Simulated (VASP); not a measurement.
OSZICAR of a VASP run on ZnS (relaxed from the wurtzite structure, space group P6_3mc):

### OSZICAR
```
       N       E                     dE             d eps       ncg     rms          rms(c)
DAV:   1     0.231061809462E+03    0.23106E+03   -0.17279E+04  1056   0.194E+03
DAV:   2     0.493070275864E+01   -0.22613E+03   -0.22043E+03  1140   0.372E+02
DAV:   3    -0.155065720589E+02   -0.20437E+02   -0.20356E+02  1254   0.116E+02
DAV:   4    -0.159731482959E+02   -0.46658E+00   -0.46598E+00  1254   0.181E+01
DAV:   5    -0.159821719537E+02   -0.90237E-02   -0.90228E-02  1290   0.245E+00    0.102E+01
DAV:   6    -0.151511871124E+02    0.83098E+00   -0.21917E+00  1458   0.477E+01    0.779E+00
DAV:   7    -0.151883500488E+02   -0.37163E-01   -0.20005E+00  1098   0.836E+00    0.326E+00
DAV:   8    -0.151663932413E+02    0.21957E-01   -0.10048E-01  1468   0.455E+00    0.106E+00
DAV:   9    -0.151658214996E+02    0.57174E-03   -0.24405E-02  1452   0.270E+00    0.261E-01
DAV:  10    -0.151659403595E+02   -0.11886E-03   -0.12421E-03  1226   0.407E-01    0.193E-01
DAV:  11    -0.151660618248E+02   -0.12147E-03   -0.21170E-04  1208   0.223E-01    0.667E-02
DAV:  12    -0.151660667903E+02   -0.49655E-05   -0.61939E-05  1272   0.108E-01    0.231E-02
DAV:  13    -0.151660675903E+02   -0.79998E-06   -0.35702E-06  1178   0.158E-02
   1 F= -.12759142E+02 E0= -.12759142E+02  d E =-.127591E+02
       N       E                     dE             d eps       ncg     rms          rms(c)
DAV:   1    -0.182709623515E+02   -0.31049E+01   -0.42141E+01  1242   0.119E+02    0.141E+01
DAV:   2    -0.153971156324E+02    0.28738E+01   -0.15964E+01  1182   0.112E+02    0.523E+00
DAV:   3    -0.150897764356E+02    0.30734E+00   -0.11871E+00  1350   0.203E+01    0.246E+00
DAV:   4    -0.150283281960E+02    0.61448E-01   -0.33288E-01  1238   0.402E+00    0.187E+00
DAV:   5    -0.150147484497E+02    0.13580E-01   -0.98747E-03  1720   0.226E+00    0.111E+00
DAV:   6    -0.150061482880E+02    0.86002E-02   -0.12989E-02  1850   0.232E+00    0.280E-01
DAV:   7    -0.150058660765E+02    0.28221E-03   -0.85481E-03  1386   0.139E+00    0.141E-01
DAV:   8    -0.150058787584E+02   -0.12682E-04   -0.10606E-03  1256   0.303E-01    0.903E-02
DAV:   9    -0.150058870064E+02   -0.82480E-05   -0.39320E-05  1370   0.581E-02    0.202E-02
DAV:  10    -0.150058856958E+02    0.13106E-05   -0.46605E-06  1174   0.321E-02    0.165E-02
DAV:  11    -0.150058848439E+02    0.85188E-06   -0.17301E-06   630   0.325E-02
   2 F= -.12804471E+02 E0= -.12804471E+02  d E =-.453282E-01
       N       E                     dE             d eps       ncg     rms          rms(c)
DAV:   1    -0.155000162471E+02   -0.49413E+00   -0.57760E+00  1230   0.497E+01    0.466E+00
DAV:   2    -0.151594826256E+02    0.34053E+00   -0.12951E+00  1212   0.274E+01    0.187E+00
DAV:   3    -0.151172722056E+02    0.42210E-01   -0.55501E-02  1140   0.197E+00    0.934E-01
DAV:   4    -0.151054367565E+02    0.11835E-01   -0.75124E-03  1140   0.630E-01    0.405E-01
DAV:   5    -0.151039225538E+02    0.15142E-02   -0.14897E-03  1728   0.110E+00    0.426E-02
DAV:   6    -0.151039891321E+02   -0.66578E-04   -0.11363E-03  1224   0.475E-01    0.450E-02
DAV:   7    -0.151040119431E+02   -0.22811E-04   -0.50088E-05  1254   0.553E-02    0.585E-02
DAV:   8    -0.151039885089E+02    0.23434E-04   -0.18020E-04  1128   0.671E-02    0.173E-02
DAV:   9    -0.151039884242E+02    0.84763E-07   -0.10585E-05  1262   0.356E-02    0.156E-02
DAV:  10    -0.151039881838E+02    0.24033E-06   -0.50692E-07   612   0.724E-03
   3 F= -.12829177E+02 E0= -.12829177E+02  d E =-.700350E-01
       N       E                     dE             d eps       ncg     rms          rms(c)
DAV:   1    -0.151018708745E+02    0.21175E-02   -0.68079E-03  1230   0.166E+00    0.166E-01
DAV:   2    -0.151014411157E+02    0.42976E-03   -0.17742E-03  1200   0.114E+00    0.646E-02
DAV:   3    -0.151013913962E+02    0.49720E-04   -0.63351E-05  1124   0.653E-02    0.314E-02
DAV:   4    -0.151013786229E+02    0.12773E-04   -0.97764E-06  1392   0.264E-02    0.173E-02
DAV:   5    -0.151013767580E+02    0.18648E-05   -0.64626E-07   576   0.310E-02    0.320E-03
DAV:   6    -0.151013769951E+02   -0.23707E-06   -0.24910E-06   712   0.159E-02
   4 F= -.12829158E+02 E0= -.12829158E+02  d E =-.700155E-01
       N       E                     dE             d eps       ncg     rms          rms(c)
DAV:   1    -0.151045673949E+02   -0.31906E-02   -0.18809E-02  1214   0.186E+00    0.181E-01
DAV:   2    -0.151041487114E+02    0.41868E-03   -0.29810E-03  1256   0.117E+00    0.753E-02
DAV:   3    -0.151040893445E+02    0.59367E-04   -0.17104E-04  1244   0.109E-01    0.378E-02
DAV:   4    -0.151040654330E+02    0.23912E-04   -0.20827E-05  1182   0.436E-02    0.130E-02
DAV:   5    -0.151040634672E+02    0.19658E-05   -0.37939E-06  1086   0.402E-02    0.479E-03
DAV:   6    -0.151040635506E+02   -0.83461E-07   -0.27576E-06   772   0.169E-02
   5 F= -.12829274E+02 E0= -.12829274E+02  d E =-.115733E-03
```

Task: Which electronic solver shows in the log?

Result: It is blocked Davidson (ALGO = Normal, or the opening steps of other solvers). The INCAR had ALGO = Normal.

Task: Can the final energy be trusted as converged?

Result: The run converged. It stopped with EDIFF = 1E-6, NELM = 100, NSW = 40 and EDIFFG = -0.02 after 5 ionic steps (PBEsol GGA, plane waves, VASP's PBE PAW potentials (set 64)). Energy and stress use the plane-wave basis of the starting cell.

The structure was generated: ZnS was put into the wurtzite type (P6_3mc), which need not be its known phase. This run relaxes it under an external pressure of 5 GPa. Symmetry was kept, so distortions that lower it aren't found.
